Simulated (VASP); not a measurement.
Calculation: PBE GGA, VASP's PBE PAW potentials (set 64) (plane waves; VASP).

VASP input:

**KPOINTS**
```
Automatic mesh
0
Gamma
1 1 1
0 0 0
```

**POSCAR**
```
AlZn31S32
1.0
 10.8925962364   0.0000000000   0.0000000000
  0.0000000000  10.8925962364   0.0000000000
  0.0000000000   0.0000000000  10.8925962364
Zn S Al
31 32 1
Direct
  0.5000000000   0.0000000000   0.0000000000
  0.7500000000   0.2500000000   0.0000000000
  0.7500000000   0.0000000000   0.2500000000
  0.0000000000   0.0000000000   0.0000000000
  0.2500000000   0.2500000000   0.0000000000
  0.5000000000   0.5000000000   0.0000000000
  0.7500000000   0.7500000000   0.0000000000
  0.2500000000   0.0000000000   0.2500000000
  0.5000000000   0.2500000000   0.2500000000
  0.7500000000   0.5000000000   0.2500000000
  0.5000000000   0.0000000000   0.5000000000
  0.7500000000   0.2500000000   0.5000000000
  0.7500000000   0.0000000000   0.7500000000
  0.0000000000   0.5000000000   0.0000000000
  0.2500000000   0.7500000000   0.0000000000
  0.0000000000   0.2500000000   0.2500000000
  0.2500000000   0.5000000000   0.2500000000
  0.5000000000   0.7500000000   0.2500000000
  0.0000000000   0.0000000000   0.5000000000
  0.2500000000   0.2500000000   0.5000000000
  0.7500000000   0.7500000000   0.5000000000
  0.2500000000   0.0000000000   0.7500000000
  0.5000000000   0.2500000000   0.7500000000
  0.7500000000   0.5000000000   0.7500000000
  0.0000000000   0.7500000000   0.2500000000
  0.0000000000   0.5000000000   0.5000000000
  0.2500000000   0.7500000000   0.5000000000
  0.0000000000   0.2500000000   0.7500000000
  0.2500000000   0.5000000000   0.7500000000
  0.5000000000   0.7500000000   0.7500000000
  0.0000000000   0.7500000000   0.7500000000
  0.6250000000   0.1250000000   0.1250000000
  0.8750000000   0.3750000000   0.1250000000
  0.8750000000   0.1250000000   0.3750000000
  0.1250000000   0.1250000000   0.1250000000
  0.3750000000   0.3750000000   0.1250000000
  0.6250000000   0.6250000000   0.1250000000
  0.8750000000   0.8750000000   0.1250000000
  0.3750000000   0.1250000000   0.3750000000
  0.6254310000   0.3793190000   0.3786720000
  0.8750000000   0.6250000000   0.3750000000
  0.6250000000   0.1250000000   0.6250000000
  0.8750000000   0.3750000000   0.6250000000
  0.8750000000   0.1250000000   0.8750000000
  0.1250000000   0.6250000000   0.1250000000
  0.3750000000   0.8750000000   0.1250000000
  0.1250000000   0.3750000000   0.3750000000
  0.3759780000   0.6267640000   0.3753730000
  0.6250000000   0.8750000000   0.3750000000
  0.1250000000   0.1250000000   0.6250000000
  0.3761220000   0.3793290000   0.6265310000
  0.6228010000   0.6212150000   0.6266070000
  0.8750000000   0.8750000000   0.6250000000
  0.3750000000   0.1250000000   0.8750000000
  0.6250000000   0.3750000000   0.8750000000
  0.8750000000   0.6250000000   0.8750000000
  0.1250000000   0.8750000000   0.3750000000
  0.1250000000   0.6250000000   0.6250000000
  0.3750000000   0.8750000000   0.6250000000
  0.1250000000   0.3750000000   0.8750000000
  0.3750000000   0.6250000000   0.8750000000
  0.6250000000   0.8750000000   0.8750000000
  0.1250000000   0.8750000000   0.8750000000
  0.4995090000   0.4974530000   0.5035640000
```

### INCAR
```
! general
SYSTEM  = AlZn31S32
PREC    = Normal
ENCUT   = 400   ! plane-wave cut-off (eV)
LREAL   = Auto   ! projection in real space or not
LASPH   = .True.   ! aspherical one-centre terms
ISYM    = 0
NELECT  = 566.0

! electronic loop
EDIFF   = 1E-5   ! SCF stop (eV)
NELM    = 100
NELMIN  = 4
ALGO    = Fast   ! Davidson, then RMM-DIIS
LMAXMIX = 4   ! l cut-off of mixed one-centre charges

! smearing
ISMEAR  = 0   ! Gaussian
SIGMA   = 0.05   ! width (eV)

! functional
GGA     = PE

! ions
IBRION  = 2
NSW     = 60
ISIF    = 2   ! forces and stress, cell fixed
EDIFFG  = -0.03   ! ionic stop

! output
LWAVE   = .False.
LCHARG  = .False.
```

POTCAR, in this order: Zn S Al (PBE.64 set). Program: vasp_gam.

What VASP printed:

File OSZICAR:
```
...
RMM:   8    -0.224147122824E+03   -0.13284E+00   -0.34472E+00   684   0.394E+00    0.485E+00
RMM:   9    -0.223938687512E+03    0.20844E+00   -0.12800E+00   678   0.251E+00    0.261E+00
RMM:  10    -0.223925283861E+03    0.13404E-01   -0.34162E-01   678   0.162E+00    0.788E-01
RMM:  11    -0.223937416022E+03   -0.12132E-01   -0.10353E-01   713   0.484E-01    0.121E+00
RMM:  12    -0.223933113977E+03    0.43020E-02   -0.49120E-02   678   0.526E-01    0.354E-01
RMM:  13    -0.223933165441E+03   -0.51464E-04   -0.38393E-03   678   0.141E-01    0.401E-01
RMM:  14    -0.223933261061E+03   -0.95620E-04   -0.95706E-04   808   0.573E-02    0.469E-01
RMM:  15    -0.223933156435E+03    0.10463E-03   -0.15416E-04   604   0.231E-02    0.496E-01
RMM:  16    -0.223933065077E+03    0.91358E-04   -0.78864E-04   713   0.614E-02    0.305E-01
RMM:  17    -0.223932933047E+03    0.13203E-03   -0.33643E-04   678   0.443E-02    0.251E-01
RMM:  18    -0.223932901313E+03    0.31734E-04   -0.15059E-04   658   0.231E-02    0.175E-01
RMM:  19    -0.223932899512E+03    0.18013E-05   -0.19294E-05   401   0.718E-03
   1 F= -.22393290E+03 E0= -.22393290E+03  d E =-.223933E+03
       N       E                     dE             d eps       ncg     rms          rms(c)
DAV:   1    -0.224032863476E+03   -0.99962E-01   -0.29869E+01   732   0.923E+00    0.239E+00
RMM:   2    -0.224082971527E+03   -0.50108E-01   -0.65984E-01   678   0.141E+00    0.571E-01
RMM:   3    -0.224089517893E+03   -0.65464E-02   -0.11694E-01   679   0.615E-01    0.565E-01
RMM:   4    -0.224090068393E+03   -0.55050E-03   -0.26455E-02   699   0.339E-01    0.479E-01
RMM:   5    -0.224089350318E+03    0.71808E-03   -0.92609E-03   685   0.187E-01    0.113E-01
RMM:   6    -0.224089620648E+03   -0.27033E-03   -0.31653E-03   713   0.922E-02    0.911E-02
RMM:   7    -0.224089579420E+03    0.41228E-04   -0.69677E-04   679   0.525E-02    0.600E-02
RMM:   8    -0.224089613582E+03   -0.34162E-04   -0.33117E-04   758   0.310E-02    0.151E-02
RMM:   9    -0.224089612759E+03    0.82239E-06   -0.44406E-05   493   0.130E-02
   2 F= -.22408961E+03 E0= -.22408961E+03  d E =-.156713E+00
       N       E                     dE             d eps       ncg     rms          rms(c)
DAV:   1    -0.224097188816E+03   -0.75752E-02   -0.73842E+00   724   0.459E+00    0.112E+00
RMM:   2    -0.224108787838E+03   -0.11599E-01   -0.15632E-01   678   0.690E-01    0.269E-01
RMM:   3    -0.224110188453E+03   -0.14006E-02   -0.27374E-02   678   0.300E-01    0.242E-01
RMM:   4    -0.224110231403E+03   -0.42950E-04   -0.57441E-03   690   0.159E-01    0.206E-01
RMM:   5    -0.224110059809E+03    0.17159E-03   -0.21381E-03   682   0.896E-02    0.520E-02
RMM:   6    -0.224110120191E+03   -0.60381E-04   -0.71104E-04   715   0.450E-02    0.454E-02
RMM:   7    -0.224110111332E+03    0.88591E-05   -0.15942E-04   638   0.243E-02    0.324E-02
RMM:   8    -0.224110118097E+03   -0.67652E-05   -0.59082E-05   559   0.146E-02
   3 F= -.22411012E+03 E0= -.22411012E+03  d E =-.177219E+00
       N       E                     dE             d eps       ncg     rms          rms(c)
DAV:   1    -0.224110088814E+03    0.22518E-04   -0.26792E-02   748   0.277E-01    0.695E-02
RMM:   2    -0.224110129478E+03   -0.40665E-04   -0.54216E-04   664   0.407E-02    0.175E-02
RMM:   3    -0.224110134687E+03   -0.52090E-05   -0.94801E-05   567   0.176E-02    0.136E-02
RMM:   4    -0.224110135010E+03   -0.32278E-06   -0.20247E-05   430   0.947E-03
   4 F= -.22411014E+03 E0= -.22411014E+03  d E =-.177235E+00
       N       E                     dE             d eps       ncg     rms          rms(c)
DAV:   1    -0.224115231513E+03   -0.50968E-02   -0.17952E+00   708   0.237E+00    0.496E-01
RMM:   2    -0.224117661294E+03   -0.24298E-02   -0.29966E-02   678   0.339E-01    0.128E-01
RMM:   3    -0.224118046789E+03   -0.38549E-03   -0.53341E-03   681   0.144E-01    0.115E-01
RMM:   4    -0.224118065021E+03   -0.18232E-04   -0.10669E-03   697   0.765E-02    0.959E-02
RMM:   5    -0.224118021647E+03    0.43374E-04   -0.35341E-04   678   0.415E-02    0.258E-02
RMM:   6    -0.224118032034E+03   -0.10387E-04   -0.11641E-04   641   0.189E-02    0.233E-02
RMM:   7    -0.224118027581E+03    0.44531E-05   -0.46149E-05   518   0.119E-02
   5 F= -.22411803E+03 E0= -.22411803E+03  d E =-.789257E-02
       N       E                     dE             d eps       ncg     rms          rms(c)
DAV:   1    -0.224118904727E+03   -0.87269E-03   -0.82662E-01   740   0.161E+00    0.338E-01
RMM:   2    -0.224120024996E+03   -0.11203E-02   -0.13744E-02   678   0.227E-01    0.874E-02
RMM:   3    -0.224120203946E+03   -0.17895E-03   -0.24522E-03   681   0.973E-02    0.776E-02
RMM:   4    -0.224120212709E+03   -0.87629E-05   -0.49244E-04   700   0.513E-02    0.650E-02
RMM:   5    -0.224120193121E+03    0.19587E-04   -0.16084E-04   670   0.280E-02    0.177E-02
RMM:   6    -0.224120198102E+03   -0.49808E-05   -0.53580E-05   532   0.129E-02
   6 F= -.22412020E+03 E0= -.22412020E+03  d E =-.100631E-01
       N       E                     dE             d eps       ncg     rms          rms(c)
DAV:   1    -0.224120115242E+03    0.77879E-04   -0.13157E-01   753   0.644E-01    0.132E-01
RMM:   2    -0.224120311573E+03   -0.19633E-03   -0.23614E-03   678   0.970E-02    0.365E-02
RMM:   3    -0.224120340475E+03   -0.28903E-04   -0.40679E-04   680   0.403E-02    0.357E-02
RMM:   4    -0.224120341634E+03   -0.11588E-05   -0.83297E-05   611   0.218E-02
   7 F= -.22412034E+03 E0= -.22412034E+03  d E =-.102066E-01
       N       E                     dE             d eps       ncg     rms          rms(c)
DAV:   1    -0.224120325023E+03    0.15453E-04   -0.88488E-03   740   0.169E-01    0.382E-02
RMM:   2    -0.224120340996E+03   -0.15974E-04   -0.17921E-04   658   0.289E-02    0.825E-03
RMM:   3    -0.224120342977E+03   -0.19812E-05   -0.29537E-05   466   0.116E-02    0.677E-03
RMM:   4    -0.224120343195E+03   -0.21742E-06   -0.65589E-06   365   0.647E-03
   8 F= -.22412034E+03 E0= -.22412034E+03  d E =-.102082E-01
       N       E                     dE             d eps       ncg     rms          rms(c)
DAV:   1    -0.224121363339E+03   -0.10204E-02   -0.40439E-01   700   0.113E+00    0.231E-01
RMM:   2    -0.224121990616E+03   -0.62728E-03   -0.73917E-03   678   0.159E-01    0.515E-02
RMM:   3    -0.224122104637E+03   -0.11402E-03   -0.12972E-03   681   0.689E-02    0.623E-02
RMM:   4    -0.224122109741E+03   -0.51046E-05   -0.22584E-04   682   0.345E-02    0.477E-02
RMM:   5    -0.224122104460E+03    0.52810E-05   -0.82798E-05   588   0.196E-02
   9 F= -.22412210E+03 E0= -.22412210E+03  d E =-.176127E-02
       N       E                     dE             d eps       ncg     rms          rms(c)
DAV:   1    -0.224121850913E+03    0.25883E-03   -0.44956E-01   716   0.119E+00    0.249E-01
RMM:   2    -0.224122549445E+03   -0.69853E-03   -0.83791E-03   678   0.169E-01    0.578E-02
RMM:   3    -0.224122687748E+03   -0.13830E-03   -0.15302E-03   681   0.742E-02    0.662E-02
RMM:   4    -0.224122695265E+03   -0.75169E-05   -0.26723E-04   686   0.374E-02    0.498E-02
RMM:   5    -0.224122690511E+03    0.47543E-05   -0.93909E-05   606   0.211E-02
  10 F= -.22412269E+03 E0= -.22412269E+03  d E =-.234732E-02
       N       E                     dE             d eps       ncg     rms          rms(c)
DAV:   1    -0.224123181116E+03   -0.48585E-03   -0.61142E-01   700   0.141E+00    0.163E-01
RMM:   2    -0.224123585243E+03   -0.40413E-03   -0.47015E-03   678   0.136E-01    0.472E-02
RMM:   3    -0.224123673115E+03   -0.87871E-04   -0.91674E-04   693   0.579E-02    0.504E-02
RMM:   4    -0.224123673771E+03   -0.65658E-06   -0.13257E-04   663   0.278E-02    0.368E-02
RMM:   5    -0.224123672088E+03    0.16832E-05   -0.65320E-05   533   0.163E-02
  11 F= -.22412367E+03 E0= -.22412367E+03  d E =-.981578E-03
```

File OUTCAR:
```
------------------------ aborting loop because EDIFF is reached ----------------------------------------
  FORCE on cell =-STRESS in cart. coord.  units (eV):
  Direction    XX          YY          ZZ          XY          YZ          ZX
  --------------------------------------------------------------------------------------
  Total       -7.5151706     -7.5130037     -7.5099348      0.0231139      0.0349696     -0.0034897
  in kB       -9.3165519     -9.3138656     -9.3100611      0.0286543      0.0433517     -0.0043262
  external PRESSURE =      -9.3134929 kB  Pullay stress =       0.0000000 kB
  volume of cell :     1292.39
      direct lattice vectors                 reciprocal lattice vectors
    10.892596236  0.000000000  0.000000000     0.091805478  0.000000000  0.000000000
     0.000000000 10.892596236  0.000000000     0.000000000  0.091805478  0.000000000
     0.000000000  0.000000000 10.892596236     0.000000000  0.000000000  0.091805478
  FREE ENERGIE OF THE ION-ELECTRON SYSTEM (eV)
  ---------------------------------------------------
  free  energy   TOTEN  =      -224.1236720881 eV

  energy  without entropy=     -224.1236720881  energy(sigma->0) =     -224.12367209

 reached required accuracy - stopping structural energy minimisation
```
(Selected blocks of OUTCAR.)

File CONTCAR:
```
AlZn31S32
   1.00000000000000
    10.8925962363999993    0.0000000000000000    0.0000000000000000
     0.0000000000000000   10.8925962363999993    0.0000000000000000
     0.0000000000000000    0.0000000000000000   10.8925962363999993
  Zn              S               Al
    31    32     1
Direct
     0.5000176346276236    0.0000740647158760    0.0001599838358269
     0.7503621662646446    0.2495558478947815    0.0002549885758224
     0.7502639369828570    0.9999981711707595    0.2498103373760955
     0.0000030566671352    0.9999985292075870    0.0000292862788592
     0.2498692518570257    0.2497990218347284    0.0002125555807238
     0.4999228990326534    0.4999455409666418    0.0001421430485745
     0.7502958566946357    0.7503366220778802    0.9999710376925142
     0.2498422999056301    0.0002211859062658    0.2498450639557851
     0.4976115634329564    0.2489049388662008    0.2489486052804656
     0.7515374349656442    0.5030051216603575    0.2486362482072684
     0.4999570420914428    0.0000181127590122    0.4999551478941848
     0.7515568344387887    0.2485117181072810    0.5029147562306623
     0.7502940300227084    0.9999749722633767    0.7502792921260043
     0.9999765084736222    0.5000117319347421    0.0002024996283743
     0.2495646137283505    0.7504750589710530    0.0002762374588333
     0.0000861253058335    0.2498104230498795    0.2497956986938718
     0.2486976745207115    0.4974616247990714    0.2486994166391368
     0.5029153142279130    0.7516289207617256    0.2485179520905596
     0.9999153108310759    0.9999749552288403    0.5000483963758018
     0.2485745089479632    0.2486321467444696    0.4974558436028058
     0.7512714233632073    0.7512536243189650    0.4976437921803031
     0.2496897498499805    0.0000423517996033    0.7503089785985573
     0.5028232613323285    0.2483854959685828    0.7517544836386590
     0.7517903531445632    0.4969282702372010    0.7519354103374332
     0.0000089335392603    0.7503638474469295    0.2497761184434573
     0.0000618484015297    0.4999855210292439    0.4999167652675191
     0.2484022786623709    0.7516945847860781    0.5028465496363503
     0.0001170030070723    0.2495868629175801    0.7503568829393296
     0.2479811566955502    0.5032933994889150    0.7520832987965667
     0.4971121649748065    0.7517032641725756    0.7518372925252039
     0.9998617136005817    0.7504427040217746    0.7503002156834764
     0.6248573809519502    0.1259098885729404    0.1260536587793423
     0.8741396699480256    0.3751351613165385    0.1259769521317682
     0.8742306419179652    0.1258375537169052    0.3751803398865778
     0.1251166237389479    0.1251571151321554    0.1251576755599970
     0.3753184800643340    0.3752017905743317    0.1248830390286676
     0.6247769234360460    0.6248057171847441    0.1246126502654169
     0.8748381327075165    0.8749424784930869    0.1251339030478915
     0.3752752735051473    0.1248821907780505    0.3753116558631622
     0.6214732527809167    0.3788313358280796    0.3789113714439643
     0.8753146935559641    0.6249056158343060    0.3754215644221405
     0.6247692823508620    0.1246381060006621    0.6248299350840174
     0.8755269461240873    0.3751759084595267    0.6248626117769587
     0.8748667384611555    0.1251050740502676    0.8749099215010475
     0.1257989436714598    0.6249031649426005    0.1259458006927454
     0.3751341906676467    0.8743626660918734    0.1259003814601727
     0.1247428752011114    0.3752457545804182    0.3752684463879661
     0.3785656335983934    0.6216173197370537    0.3787697543453403
     0.6248881293900512    0.8753165549977886    0.3754080305993819
     0.1257673765615004    0.1257508677466306    0.6248948204231559
     0.3782675289151538    0.3786939229204960    0.6220990490374905
     0.6214279983284531    0.6213523926587003    0.6219956298313973
     0.8740826636063808    0.8742207430386972    0.6249480719930686
     0.3750922705446109    0.1257498910019662    0.8743540357262241
     0.6247914914354640    0.3750967311830762    0.8756361492583161
     0.8743733237146663    0.6249156058796593    0.8744062118760868
     0.1257501065421166    0.8744106947218506    0.3751508092879916
     0.1244571044220363    0.6249434776641425    0.6248175625234803
     0.3752308686553409    0.8754501529052220    0.6248560771086525
     0.1256233376964994    0.3750641974283531    0.8745037940777516
     0.3751398584009045    0.6249622145965973    0.8757177535411207
     0.6249077097612173    0.8744331126208872    0.8743901264333042
     0.1250746016935587    0.8749528593805114    0.8749464088667123
     0.4998369980600600    0.5000911048539033    0.5005775291196654
```

The cell is charged, with a uniform compensating background. The supercell is sampled at Γ alone, which is coarse: total energies, pressure and levels can be off, energies of defects by several tenths of an eV.

The cell is a supercell with a defect, built from ZnS (zinc blende): Al_Zn, charge +1. The run is not spin-polarised, so no state with unpaired spins was tried.
